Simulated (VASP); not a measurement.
An input for Quantum ESPRESSO's pw.x (written as the equivalent of a VASP run, and not itself run):

```
&CONTROL
  calculation = 'scf'
  pseudo_dir = './pseudo'
  outdir = './out'
  tprnfor = .true.
  tstress = .true.
/
&SYSTEM
  ibrav = 0
  nat = 2
  ntyp = 1
  ecutwfc = 96
  occupations = 'tetrahedra'
  input_dft = 'vdw-df-ob86'
  nspin = 2
  starting_magnetization(1) = 0.16
/
&ELECTRONS
  conv_thr = 7.3e-09
  electron_maxstep = 100
/
ATOMIC_SPECIES
  Co 58.933 Co.upf
CELL_PARAMETERS angstrom
     1.2359208   -2.1406778    0.0000000
     1.2359208    2.1406778   -0.0000000
     0.0000000   -0.0000000    3.9857579
ATOMIC_POSITIONS crystal
  Co   0.3333330  0.6666670  0.2500000
  Co   0.6666670  0.3333330  0.7500000
K_POINTS automatic
  19 19 10 0 0 0
```

Write the VASP files for the same calculation (optB86b-vdW).

Several could match; the one computed here: 
POSCAR:
```
Co
1
    1.2359207773    -2.1406778062     0.0000000000
    1.2359207773     2.1406778062    -0.0000000000
    0.0000000000    -0.0000000000     3.9857579456
Co
2
Direct
  0.3333330000   0.6666670000   0.2500000000
  0.6666670000   0.3333330000   0.7500000000
```

**KPOINTS**
```
Regular mesh
0
G
 19 19 10
```

### INCAR
```
SYSTEM = Co
PREC = Accurate
ENCUT = 520
EDIFF = 1E-7
NELM = 100
ALGO = Normal
LREAL = .FALSE.
LASPH = .TRUE.
ISMEAR = -5
GGA = MK
PARAM1 = 0.1234
PARAM2 = 1.0
LUSE_VDW = .TRUE.
AGGAC = 0.0
LMAXMIX = 4
ISPIN = 2
MAGMOM = 1.6 1.6
LORBIT = 11
LWAVE = .FALSE.
LCHARG = .TRUE.
NEDOS = 601
ISIF = 2
```

POTCAR, in this order: Co (PBE.64 set). Program: vasp_std.

The two are equivalent in intent, not identical: the potentials are each code's own (VASP's PAW set, PseudoDojo norm-conserving files in pw.x), so ENCUT and ecutwfc are chosen apart and not converted; conv_thr bounds pw.x's estimated SCF error, while EDIFF bounds the energy change between steps; starting_magnetization is a fraction of the valence charge and MAGMOM a moment in μB, so they match only roughly.

The compound is Co in the hcp structure. It was relaxed first, which changed the volume by -5 %.
